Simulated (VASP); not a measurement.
Output of a VASP run:

OUTCAR:
```
 ion  position               nearest neighbor table
   1  0.000  0.000  0.000-   2 3.14   2 3.14   2 3.14   2 3.14   2 3.14   2 3.14
   2  0.500  0.500  0.500-   1 3.14   1 3.14   1 3.14   1 3.14   1 3.14   1 3.14
  LATTYP: Found a face centered cubic cell.
 ALAT       =     6.2820000000
 Subroutine PRICEL returns:
 Original cell was already a primitive cell.
 Subroutine GETGRP returns: Found 48 space group operations
The static configuration has the point symmetry O_h .
The dynamic configuration has the point symmetry O_h .
The overall configuration has the point symmetry O_h .
 Subroutine INISYM returns: Found 48 space group operations
 Subroutine IBZKPT returns following result:
 Found     16 irreducible k-points:

 Following reciprocal coordinates:
            Coordinates               Weight
  0.000000  0.000000  0.000000      1.000000
  0.166667  0.000000  0.000000      8.000000
  0.333333  0.000000  0.000000      8.000000
  0.500000  0.000000  0.000000      4.000000
  0.166667  0.166667  0.000000      6.000000
  0.333333  0.166667  0.000000     24.000000
  0.500000  0.166667  0.000000     24.000000
 -0.333333  0.166667  0.000000     24.000000
 -0.166667  0.166667  0.000000     12.000000
  0.333333  0.333333  0.000000      6.000000
  0.500000  0.333333  0.000000     24.000000
 -0.333333  0.333333  0.000000     12.000000
  0.500000  0.500000  0.000000      3.000000
  0.500000  0.333333  0.166667     24.000000
 -0.333333  0.333333  0.166667     24.000000
 -0.333333  0.500000  0.166667     12.000000
   k-points           NKPTS =     16   k-points in BZ     NKDIM =     16   number of bands    NBANDS=     16
   number of dos      NEDOS =    301   number of ions     NIONS =      2
   total plane-waves  NPLWV =  21952
   dimension x,y,z NGX =    28 NGY =   28 NGZ =   28
   dimension x,y,z NGXF=    56 NGYF=   56 NGZF=   56
   ions per type =               1   1
   PREC   = accura    normal or accurate (medium, high low for compatibility)
   ISTART =      0    job   : 0-new  1-cont  2-samecut
   ICHARG =      2    charge: 1-file 2-atom 10-const
   ISPIN  =      2    spin polarized calculation?
   LNONCOLLINEAR =      F non collinear calculations
   LSORBIT =      F    spin-orbit coupling
   INIWAV =      1    electr: 0-lowe 1-rand  2-diag
   ENCUT  =  300.0 eV  22.05 Ry    4.70 a.u.   6.27  6.27  6.27*2*pi/ulx,y,z
   NELM   =    100;   NELMIN=  2; NELMDL= -5     # of ELM steps
   EDIFF  = 0.1E-05   stopping-criterion for ELM
   LREAL  =      F    real-space projection
   NLSPLINE    = F    spline interpolate recip. space projectors
   LMAXMIX     =    6 max onsite mixed and CHGCAR
   VOSKOWN=      0    Vosko Wilk Nusair interpolation
   EDIFFG = 0.1E-04   stopping-criterion for IOM
   NSW    =      0    number of steps for IOM
   NBLOCK =      1;   KBLOCK =      1    inner block; outer block
   IBRION =     -1    ionic relax: 0-MD 1-quasi-New 2-CG
   NFREE  =      0    steps in history (QN), initial steepest desc. (CG)
   ISIF   =      2    stress and relaxation
   ISYM   =      2    0-nonsym 1-usesym 2-fastsym
   TEIN   =    0.0    initial temperature
   TEBEG  =    0.0;   TEEND  =   0.0 temperature during run
   SMASS  =  -3.00    Nose mass-parameter (am)
   PSTRESS=    0.0 pullay stress
   NELECT =      20.0000    total number of electrons
   EFERMI =   0.00;   METHOD = LEGACY
   ISMEAR =     0;   SIGMA  =   0.10  broadening in eV -4-tet -1-fermi 0-gaus
   IALGO  =     38    algorithm
   LDIAG  =      T    sub-space diagonalisation (order eigenvalues)
   IMIX   =      4    mixing-type and parameters
     AMIX     =   0.40;   BMIX     =  1.00
     AMIX_MAG =   1.60;   BMIX_MAG =  1.00
     AMIN     =   0.10
   GGA     = PS    functional components
   VOSKOWN =     0    Vosko Wilk Nusair interpolation
   LHFCALC =     F    Hartree Fock is set to
   LHFONE  =     F    Hartree Fock one center treatment
   AEXX    =    0.0000 exact exchange contribution
   IVDW    =     0    specifies the selected vdW correction
   LEPSILON=     F    determine dielectric tensor
...
```

### OSZICAR
```
       N       E                     dE             d eps       ncg     rms          rms(c)
DAV:   1     0.138743862673E+03    0.13874E+03   -0.54816E+03  1024   0.121E+03
DAV:   2     0.276002524833E+01   -0.13598E+03   -0.12989E+03  1344   0.250E+02
DAV:   3    -0.123604121479E+02   -0.15120E+02   -0.14768E+02  1656   0.101E+02
DAV:   4    -0.128666860561E+02   -0.50627E+00   -0.50342E+00  1744   0.153E+01
DAV:   5    -0.129047306101E+02   -0.38045E-01   -0.37498E-01  1368   0.375E+00    0.278E+01
DAV:   6    -0.177404895216E+02   -0.48358E+01   -0.47864E+01  1648   0.642E+01    0.476E+01
DAV:   7    -0.135077391194E+02    0.42328E+01   -0.31974E+01  1640   0.597E+01    0.174E+01
DAV:   8    -0.134499380688E+02    0.57801E-01   -0.24531E+00  1808   0.160E+01    0.104E+01
DAV:   9    -0.135153391413E+02   -0.65401E-01   -0.64392E-01  1720   0.598E+00    0.560E+00
DAV:  10    -0.135147598350E+02    0.57931E-03   -0.81233E-02  1776   0.285E+00    0.211E+00
DAV:  11    -0.135200531869E+02   -0.52934E-02   -0.13498E-01  1736   0.294E+00    0.692E-01
DAV:  12    -0.135263834323E+02   -0.63302E-02   -0.82980E-03  1736   0.922E-01    0.405E-01
DAV:  13    -0.135265541946E+02   -0.17076E-03   -0.19836E-03  1920   0.355E-01    0.134E-01
DAV:  14    -0.135265535940E+02    0.60066E-06   -0.21026E-04  1776   0.141E-01    0.619E-02
DAV:  15    -0.135265328609E+02    0.20733E-04   -0.44620E-05  1744   0.632E-02    0.280E-02
DAV:  16    -0.135265348299E+02   -0.19690E-05   -0.12249E-05  1704   0.351E-02    0.831E-03
DAV:  17    -0.135265350428E+02   -0.21293E-06   -0.32545E-06  1072   0.170E-02
   1 F= -.13526535E+02 E0= -.13514986E+02  d E =-.230990E-01  mag=     3.6934
```

**OUTCAR**
```
------------------------ aborting loop because EDIFF is reached ----------------------------------------
  FORCE on cell =-STRESS in cart. coord.  units (eV):
  Direction    XX          YY          ZZ          XY          YZ          ZX
  --------------------------------------------------------------------------------------
  Total        0.0636386      0.0636386      0.0636386     -0.0000000      0.0000000      0.0000000
  in kB        1.6451199      1.6451199      1.6451199     -0.0000000      0.0000000      0.0000000
  external PRESSURE =       1.6451199 kB  Pullay stress =       0.0000000 kB
  volume of cell :       61.98
      direct lattice vectors                 reciprocal lattice vectors
     0.000000000  3.141000000  3.141000000    -0.159184973  0.159184973  0.159184973
     3.141000000  0.000000000  3.141000000     0.159184973 -0.159184973  0.159184973
     3.141000000  3.141000000  0.000000000     0.159184973  0.159184973 -0.159184973
 POSITION                                       TOTAL-FORCE (eV/Angst)
 -----------------------------------------------------------------------------------
      0.00000      0.00000      0.00000        -0.000000      0.000000      0.000000
      3.14100      3.14100      3.14100         0.000000      0.000000     -0.000000
 -----------------------------------------------------------------------------------
    total drift:                               -0.000000      0.000000      0.000000
  FREE ENERGIE OF THE ION-ELECTRON SYSTEM (eV)
  ---------------------------------------------------
  free  energy   TOTEN  =       -13.5265350428 eV

  energy  without entropy=      -13.5034360511  energy(sigma->0) =      -13.51498555

 total charge

# of ion       s       p       d       f       tot
--------------------------------------------------
    1        1.958   5.426   0.453   3.362  11.199
    2        1.343   2.141   0.032   0.000   3.516
--------------------------------------------------
tot          3.301   7.567   0.485   3.362  14.715

 magnetization (x)

# of ion       s       p       d       f       tot
--------------------------------------------------
    1       -0.015  -0.104   0.082   3.299   3.262
    2       -0.006  -0.049   0.012   0.000  -0.043
--------------------------------------------------
tot         -0.021  -0.153   0.094   3.299   3.219
```
(Selected blocks of OUTCAR.)

**POSCAR**
```
NdTe
1
    0.0000000000     3.1410000000     3.1410000000
    3.1410000000     0.0000000000     3.1410000000
    3.1410000000     3.1410000000     0.0000000000
Nd Te
1 1
Direct
  0.0000000000   0.0000000000   0.0000000000
  0.5000000000   0.5000000000   0.5000000000
```

Reconstruct the remaining input files.

One answer among several that fit: the input of the run itself, PBEsol GGA, plane waves, VASP's PBE PAW potentials (set 64).

INCAR:
```
# general
SYSTEM =NdTe
PREC   =Accurate
ENCUT  =300   # plane-wave cut-off (eV)
LREAL  =.FALSE.   # projection in real space or not
LASPH  =.TRUE.   # aspherical one-centre terms

# electronic loop
EDIFF  =1E-6
NELM   =100
ALGO   =Normal   # blocked Davidson
LMAXMIX=6   # l cut-off of mixed one-centre charges

# smearing
ISMEAR =0   # Gaussian
SIGMA  =0.1   # width (eV)

# functional
GGA    =PS   # PBEsol

# spin
ISPIN  =2   # spin-polarised
MAGMOM =3.0 0.0

# ions
ISIF   =2   # forces and stress, cell fixed

# output
LWAVE  =.FALSE.
LCHARG =.FALSE.
LORBIT =11   # lm-projected
```

File KPOINTS:
```
Automatic mesh
0
Gamma
6 6 6
0 0 0
```

POTCAR, in this order: Nd Te (PBE.64 set). Program: vasp_std.

At this cut-off the stress carries a Pulay error, which pulls relaxed volumes low.

The structure comes from a measured NdTe entry of the Crystallography Open Database, whose conditions weren't checked. The cell was not relaxed at this level.
